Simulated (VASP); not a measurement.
Given:

```
CELL_PARAMETERS angstrom
      2.81900     0.00000     0.00000
      0.00000     2.81900     0.00000
      0.00000     0.00000     4.06091
ATOMIC_POSITIONS crystal
  Ti 0.00000 0.00000 0.00000
  Al 0.50000 0.50000 0.50000
```

Level of theory: optB88-vdW, VASP's PBE PAW potentials (set 64) (plane waves; VASP 6.6.1). Run with 520 eV cut-off, Gaussian smearing of 0.050 eV, potentials Ti_sv Al.

Task: Give the energies of bands 5 to 10 at the high-symmetry points, in eV from the Fermi level.

Result: 
```json
[
 {"band": "5", "Γ": "-9.01", "X": "-4.57", "M": "-3.16", "Z": "-7.57", "R": "-4.95", "A": "-2.47"},
 {"band": "6", "Γ": "-1.82", "X": "-4.47", "M": "-0.46", "Z": "-5.16", "R": "-2.89", "A": "-2.29"},
 {"band": "7", "Γ": "-0.90", "X": "-1.72", "M": "-0.46", "Z": "-0.73", "R": "-1.17", "A": "-2.29"},
 {"band": "8", "Γ": "-0.33", "X": "-0.28", "M": "-0.34", "Z": "0.61", "R": "-1.07", "A": "1.69"},
 {"band": "9", "Γ": "2.11", "X": "1.74", "M": "-0.23", "Z": "1.76", "R": "1.35", "A": "2.09"},
 {"band": "10", "Γ": "2.11", "X": "2.46", "M": "-0.23", "Z": "1.76", "R": "1.79", "A": "2.88"}
]
```

It has no gap at this level: it comes out as a metal or semimetal.

The compound is TiAl in the L1_0 structure. It was relaxed first. The electron count is odd and the run is not spin-polarised, which forces a metal.
